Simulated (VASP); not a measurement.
# FCClBrH in VASP: settings compared, part 2 of 2

VASP 6.6.1. Earlier steps stand in the parts before.

## Step 3: Single point, B3LYP+D4

File POSCAR:

```
HCBrClF
1.0
   12.0000000000      0.0000000000      0.0000000000
    0.0000000000     12.0000000000      0.0000000000
    0.0000000000      0.0000000000     12.0000000000
F C Cl Br H
1 1 1 1 1
Cartesian
    5.5128999600      6.1545999600      7.2753500400
    6.0314000400      6.0915000000      6.0423500400
    7.3779000000      4.9694000400      6.0214500000
    4.6481000400      5.5767000000      4.7926500000
    6.3885999600      7.0725999600      5.7401499600
```

File INCAR.step1:

```
  PREC = Accurate
  ENCUT = 520
  EDIFF = 1E-5
  ISMEAR = 0
  SIGMA = 0.01
  LREAL = F
  LASPH = T
  NELM = 100
  ALGO = Normal
  ISIF = 2
  LWAVE = T
  LCHARG = F
  GGA = PE
```

File INCAR.step2:

```
  PREC = Accurate
  ENCUT = 520
  EDIFF = 1E-6
  ISMEAR = 0
  SIGMA = 0.01
  LREAL = F
  LASPH = T
  NELM = 100
  ALGO = Normal
  ISIF = 2
  LWAVE = F
  LCHARG = F
  GGA = B3
  LHFCALC = T
  AEXX = 0.2
  AGGAX = 0.72
  AGGAC = 0.81
  ALDAC = 0.19
  PRECFOCK = Fast
  IVDW = 13
  ISTART = 1
```

File KPOINTS:

```
Automatic mesh
0
Gamma
  1 1 1
```

Potentials or basis: VASP PAW PBE potentials, release 64 (F, C, Cl, Br, H).

Command:

```console
$ cat potpaw_PBE.64/F/POTCAR potpaw_PBE.64/C/POTCAR potpaw_PBE.64/Cl/POTCAR potpaw_PBE.64/Br/POTCAR potpaw_PBE.64/H/POTCAR > POTCAR
$ cp INCAR.step1 INCAR
$ mpirun -np 1 vasp_gam > vasp.out
$ cp INCAR.step2 INCAR
$ mpirun -np 1 vasp_gam > vasp.out
```

Wall time 15 min (1 thread of AMD EPYC 7R43 (Zen 3), shared host); peak memory 1.3 GiB.

The run converged. Its results:

| Quantity | Value |
| --- | --- |
| Free energy | -25.0668 eV |
| Largest force | 0.852 eV/Å |
| Gap between the frontier levels | 6.96 eV |
| Dispersion energy per atom | -0.039 eV |

Forces on the atoms (eV/Å):
```
F   -0.330  0.060  0.783
C    0.459  0.252 -0.600
Cl   0.194 -0.139  0.011
Br  -0.280 -0.082 -0.239
H   -0.043 -0.092  0.045
```

Levels at points of the mesh, in eV from the valence-band top:
```
           k point  band 11  band 12  band 13  band 14  band 15  band 16
(0.00, 0.00, 0.00)    -0.80    -0.19     0.00     6.96     7.89     8.30
```

Caveat: the PAW data sets were made with another functional, which shifts forces and pressure a little.

## Step 4: Single point, BLYP+D3(BJ)

File INCAR:

```
AGGAC = 1.0 ; AGGAX = 1.0
ALDAC = 0.0 ; ALDAX = 1.0
ALGO = Normal ; EDIFF = 1E-6
ENCUT = 400 ; GGA = B5
ISIF = 2 ; ISMEAR = 0
IVDW = 12 ; LASPH = T
LCHARG = T ; LELF = T
LREAL = F ; LVACPOTAV = T
LVHAR = T ; LWAVE = F
NELM = 100 ; PREC = Accurate
SIGMA = 0.01 ; VDW_A1 = 0.4298
VDW_A2 = 4.2359 ; VDW_S6 = 1.0
VDW_S8 = 2.6996
```

File KPOINTS:

```
k-points
0
Gamma
  1 1 1
```

File POSCAR:

```
HCBrClF
1.0
   12.0000000000      0.0000000000      0.0000000000
    0.0000000000     12.0000000000      0.0000000000
    0.0000000000      0.0000000000     12.0000000000
F C Cl Br H
1 1 1 1 1
Direct
    0.4594083300      0.5128833300      0.6062791700
    0.5026166700      0.5076250000      0.5035291700
    0.6148250000      0.4141166700      0.5017875000
    0.3873416700      0.4647250000      0.3993875000
    0.5323833300      0.5893833300      0.4783458300
```

Potentials or basis: VASP PAW PBE potentials, release 64 (F_s, C_s, Cl, Br, H_s).

Command:

```console
$ cat potpaw_PBE.64/F_s/POTCAR potpaw_PBE.64/C_s/POTCAR potpaw_PBE.64/Cl/POTCAR potpaw_PBE.64/Br/POTCAR potpaw_PBE.64/H_s/POTCAR > POTCAR
$ mpirun -np 1 vasp_gam > vasp.out
```

Wall time 8.1 min (1 thread of AMD EPYC 7R43 (Zen 3), shared host); peak memory 1 GiB.

It converged, with:

```
Free energy                     : -19.2395 eV
Largest force                   : 2.684 eV/Å
Gap between the frontier levels : 5.09 eV
Dispersion energy per atom      : -0.051 eV
```

Forces on the atoms (eV/Å):
```
F   -1.031  0.179  2.472
C    1.008  0.306 -1.828
Cl   0.623 -0.456 -0.005
Br  -0.651 -0.195 -0.593
H    0.051  0.166 -0.046
```

Levels at points of the mesh, in eV from the valence-band top:
```tsv
k point	band 10	band 11	band 12	band 13	band 14	band 15	band 16	band 17
(0.00, 0.00, 0.00)	-1.20	-0.74	-0.19	0.00	5.09	6.38	6.49	7.37
```

Caveat: the PAW data sets were made with another functional, which shifts forces and pressure a little. A hybrid or GW would open this gap; BLYP tends to underestimate it.

## Step 5: Relaxation of the atoms, revPBE

File INCAR:

```
  PREC = Accurate
  ENCUT = 520
  EDIFF = 1E-6
  ISMEAR = 0
  SIGMA = 0.01
  LREAL = F
  LASPH = T
  NELM = 60
  ALGO = Normal
  ISIF = 2
  LWAVE = F
  LCHARG = F
  GGA = RE
  IBRION = 2
  NSW = 40
  EDIFFG = -0.01
```

File KPOINTS:

```
Automatic mesh
0
Gamma
  1 1 1
```

POSCAR is that of step 4.

Potentials or basis: VASP PAW PBE potentials, release 64 (F, C, Cl, Br, H).

Command:

```console
$ cat potpaw_PBE.64/F/POTCAR potpaw_PBE.64/C/POTCAR potpaw_PBE.64/Cl/POTCAR potpaw_PBE.64/Br/POTCAR potpaw_PBE.64/H/POTCAR > POTCAR
$ mpirun -np 1 vasp_gam > vasp.out
```

Wall time 20 min (1 thread of AMD EPYC 7R43 (Zen 3), shared host); peak memory 1.3 GiB.

Results (log left out):

```
Free energy                     : -19.7287 eV
Energy gained by relaxing       : 8.3 meV/atom
Ionic steps                     : 13
Largest force after relaxing    : 0.009 eV/Å
Gap between the frontier levels : 4.99 eV
```

Forces on the atoms (eV/Å):
```
F   -0.002 -0.003 -0.002
C    0.007  0.002  0.005
Cl  -0.001  0.002  0.003
Br  -0.001  0.003 -0.001
H   -0.003 -0.005 -0.006
```

Step by step:
```csv
step,energy change (eV),largest force (eV/Å),pressure (GPa)
1,0.0000,1.4398,0.13
2,0.0288,1.8187,-0.09
3,-0.0342,0.4488,0.03
4,-0.0363,0.5672,-0.03
5,-0.0398,0.2360,0.00
6,-0.0406,0.2124,-0.01
7,-0.0411,0.0361,-0.01
8,-0.0413,0.0187,-0.01
9,-0.0413,0.0194,-0.01
10,-0.0413,0.0205,-0.01
11,-0.0413,0.0183,-0.01
12,-0.0413,0.0197,-0.01
13,-0.0413,0.0091,-0.01
```

Final structure:
```cif
data_structure
_symmetry_space_group_name_H-M 'P 1'
_symmetry_Int_Tables_number 1
_cell_length_a 12.0000
_cell_length_b 12.0000
_cell_length_c 12.0000
_cell_angle_alpha 90.000
_cell_angle_beta 90.000
_cell_angle_gamma 90.000
_cell_volume 1728.00
loop_
_atom_site_label
_atom_site_type_symbol
_atom_site_fract_x
_atom_site_fract_y
_atom_site_fract_z
_atom_site_occupancy
F1 F 0.45871 0.51340 0.60860 1
C1 C 0.50329 0.50752 0.50311 1
Cl1 Cl 0.61641 0.41329 0.50187 1
Br1 Br 0.38552 0.46437 0.39757 1
H1 H 0.53265 0.59016 0.47818 1
```

Levels at points of the mesh, in eV from the valence-band top:
```
           k point  band 11  band 12  band 13  band 14  band 15  band 16
(0.00, 0.00, 0.00)    -0.72    -0.15     0.00     4.99     6.39     6.52
```

Caveat: the PAW data sets were made with another functional, which shifts forces and pressure a little.

## Step 6: Single point, HSE06+D3(BJ)

File POSCAR:

```
HCBrClF
1.0
   12.0000000000      0.0000000000      0.0000000000
    0.0000000000     12.0000000000      0.0000000000
    0.0000000000      0.0000000000     12.0000000000
F C Cl Br H
1 1 1 1 1
Cartesian
    5.5128999600      6.1545999600      7.2753500400
    6.0314000400      6.0915000000      6.0423500400
    7.3779000000      4.9694000400      6.0214500000
    4.6481000400      5.5767000000      4.7926500000
    6.3885999600      7.0725999600      5.7401499600
```

Changes to INCAR.step1 since step 3:

```diff
@@ -11,3 +11,3 @@
   LWAVE = T
-  LCHARG = F
+  NBANDS = 21
   GGA = PE
```

File INCAR.step2:

```
  PREC = Accurate
  ENCUT = 520
  EDIFF = 1E-7
  ISMEAR = 0
  SIGMA = 0.01
  LREAL = F
  LASPH = T
  NELM = 100
  ALGO = Normal
  ISIF = 2
  LWAVE = F
  LCHARG = T
  GGA = PE
  LHFCALC = T
  HFSCREEN = 0.2
  PRECFOCK = Normal
  IVDW = 12
  VDW_S6 = 1.0
  VDW_S8 = 2.31
  VDW_A1 = 0.383
  VDW_A2 = 5.685
  LELF = T
  LVHAR = T
  LVACPOTAV = T
  NBANDS = 21
  ISTART = 1
```

File KPOINTS:

```
regular mesh
0
Gamma
  1 1 1
```

Potentials or basis: VASP PAW PBE potentials, release 64 (F, C, Cl, Br, H).

Command:

```console
$ cat potpaw_PBE.64/F/POTCAR potpaw_PBE.64/C/POTCAR potpaw_PBE.64/Cl/POTCAR potpaw_PBE.64/Br/POTCAR potpaw_PBE.64/H/POTCAR > POTCAR
$ cp INCAR.step1 INCAR
$ mpirun -np 1 vasp_gam > vasp.out
$ cp INCAR.step2 INCAR
$ mpirun -np 1 vasp_gam > vasp.out
```

It took 24 min on 1 thread of AMD EPYC 7R43 (Zen 3), shared host; peak memory 1.4 GiB.

Results (log left out):

```
Free energy                     : -25.4983 eV
Largest force                   : 0.532 eV/Å
Gap between the frontier levels : 6.74 eV
Dispersion energy per atom      : -0.016 eV
```

Forces on the atoms (eV/Å):
```
F   -0.174  0.016  0.399
C    0.287 -0.108 -0.434
Cl  -0.135  0.099  0.000
Br   0.036  0.008  0.033
H   -0.014 -0.016  0.002
```

Levels at points of the mesh, in eV from the valence-band top:
| k point | band 9 | band 10 | band 11 | band 12 | band 13 | band 14 | band 15 | band 16 | band 17 | band 18 |
| --- | --- | --- | --- | --- | --- | --- | --- | --- | --- | --- |
| (0.00, 0.00, 0.00) | -2.69 | -1.33 | -0.79 | -0.19 | 0.00 | 6.74 | 7.68 | 8.10 | 8.62 | 8.81 |

Caveat: the PAW data sets were made with another functional, which shifts forces and pressure a little.

## Step 7: The reference run

An earlier run on the cell as given: functional PBE; potentials or basis VASP PAW PBE potentials, release 64 (F, C, Cl, Br, H); cutoff 520 eV; k mesh 1 × 1 × 1; occupations gaussian, width 0.01 eV; no spin polarisation.

- Largest force: 1.184 eV/Å
- Gap between the frontier levels: 5.19 eV

## Step 8: Overview

```tsv
task	level	potentials or basis	cell	cutoff (eV)	grid for exact exchange (PRECFOCK)	exchange at q = 0	screening parameter	gap on the mesh (eV)	largest force (eV/Å)
electron localisation function	PBE	VASP PAW PBE potentials, release 64 (F, C, Cl, Br, H)	as given	520	-	-	-	5.19	1.18
single point	B3LYP+D4	VASP PAW PBE potentials, release 64 (F, C, Cl, Br, H)	as given	520	Fast	default	-	6.96	0.85
single point	BLYP+D3(BJ)	VASP PAW PBE potentials, release 64 (F_s, C_s, Cl, Br, H_s)	as given	400	-	-	-	5.09	2.68
relaxation of the atoms	revPBE	VASP PAW PBE potentials, release 64 (F, C, Cl, Br, H)	atoms relaxed	520	-	-	-	4.99	0.01
single point	HSE06+D3(BJ)	VASP PAW PBE potentials, release 64 (F, C, Cl, Br, H)	as given	520	Normal	-	0.2 1/A	6.74	0.53
single point	PBE	VASP PAW PBE potentials, release 64 (F, C, Cl, Br, H)	as given	520	-	-	-	5.19	1.18
```

Alike in all rows: no spin polarisation; k mesh 1 × 1 × 1; smearing gaussian 0.01 eV.

Caveats: the PAW data sets were made with another functional, which shifts forces and pressure a little (some runs).

Total energies depend on the potentials used, so only differences within one code and one set of settings carry meaning.
